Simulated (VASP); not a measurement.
OSZICAR of a VASP run on Fe (bcc):

**OSZICAR**
```
       N       E                     dE             d eps       ncg     rms          rms(c)
DAV:   1     0.193883094216E+02    0.19388E+02   -0.40764E+03  5388   0.106E+03
DAV:   2    -0.533254131632E+01   -0.24721E+02   -0.23288E+02  5256   0.128E+02
DAV:   3    -0.565858027294E+01   -0.32604E+00   -0.32517E+00  5904   0.201E+01
DAV:   4    -0.566017664797E+01   -0.15964E-02   -0.15962E-02  5778   0.135E+00
DAV:   5    -0.566019255777E+01   -0.15910E-04   -0.15910E-04  5622   0.118E-01    0.988E+00
DAV:   6    -0.501146821225E+01    0.64872E+00   -0.11494E+01  5560   0.533E+01    0.521E+00
DAV:   7    -0.492403502068E+01    0.87433E-01   -0.86816E-01  5569   0.145E+01    0.290E+00
DAV:   8    -0.491960715354E+01    0.44279E-02   -0.63787E-03  6406   0.739E-01    0.120E+00
DAV:   9    -0.491486193617E+01    0.47452E-02   -0.87634E-03  6609   0.875E-01    0.281E-01
DAV:  10    -0.491488033078E+01   -0.18395E-04   -0.60588E-04  5510   0.281E-01    0.682E-02
DAV:  11    -0.491491569619E+01   -0.35365E-04   -0.16370E-04  6123   0.146E-01    0.493E-02
DAV:  12    -0.491490896311E+01    0.67331E-05   -0.57296E-06  5454   0.354E-02    0.223E-02
DAV:  13    -0.491491073912E+01   -0.17760E-05   -0.23196E-06  5290   0.200E-02    0.127E-02
DAV:  14    -0.491490708203E+01    0.36571E-05   -0.88253E-07  3038   0.112E-02    0.188E-03
DAV:  15    -0.491490756155E+01   -0.47952E-06   -0.38799E-08  2636   0.304E-03
   1 F= -.49149076E+01 E0= -.49149009E+01  d E =-.491491E+01  mag=     2.1234
       N       E                     dE             d eps       ncg     rms          rms(c)
DAV:   1    -0.499385684989E+01   -0.78950E-01   -0.16665E+00  5436   0.227E+01    0.274E+00
DAV:   2    -0.492852912674E+01    0.65328E-01   -0.95618E-01  5478   0.142E+01    0.245E+00
DAV:   3    -0.491721523491E+01    0.11314E-01   -0.81462E-02  5575   0.445E+00    0.806E-01
DAV:   4    -0.491648590793E+01    0.72933E-03   -0.70910E-04  5723   0.443E-01    0.195E-01
DAV:   5    -0.491587382537E+01    0.61208E-03   -0.95965E-04  5639   0.321E-01    0.316E-02
DAV:   6    -0.491588775693E+01   -0.13932E-04   -0.25826E-05  5778   0.696E-02    0.169E-02
DAV:   7    -0.491588783995E+01   -0.83020E-07   -0.17217E-06  5175   0.165E-02
   2 F= -.49158878E+01 E0= -.49160190E+01  d E =-.980278E-03  mag=     2.1888
       N       E                     dE             d eps       ncg     rms          rms(c)
DAV:   1    -0.492928039584E+01   -0.13393E-01   -0.26992E-01  5443   0.901E+00    0.107E+00
DAV:   2    -0.491833347577E+01    0.10947E-01   -0.14201E-01  5478   0.559E+00    0.912E-01
DAV:   3    -0.491694534256E+01    0.13881E-02   -0.10241E-02  5572   0.159E+00    0.328E-01
DAV:   4    -0.491682481700E+01    0.12053E-03   -0.77267E-05  5560   0.139E-01    0.701E-02
DAV:   5    -0.491671731876E+01    0.10750E-03   -0.16419E-04  5916   0.992E-02    0.121E-02
DAV:   6    -0.491671576194E+01    0.15568E-05   -0.27083E-06  5403   0.215E-02    0.682E-03
DAV:   7    -0.491671607178E+01   -0.30984E-06   -0.45747E-07  2643   0.943E-03
   3 F= -.49167161E+01 E0= -.49168220E+01  d E =-.180851E-02  mag=     2.1600
```

Which electronic solver shows in the log?

It is blocked Davidson (ALGO = Normal, or the opening steps of other solvers). The INCAR had ALGO = Normal.

How was spin treated?

Collinear spin (ISPIN = 2): the summary line carries one mag value, 2.16 μB in the cell.

Can the final energy be trusted as converged?

The run converged. It stopped with EDIFF = 1E-6, NELM = 100, NSW = 60 and EDIFFG = -0.01 after 3 ionic steps (vdW-DF2, plane waves, VASP's PBE PAW potentials (set 64)).

The compound is Fe in the bcc structure. This run relaxes it. Symmetry was kept, so distortions that lower it aren't found.
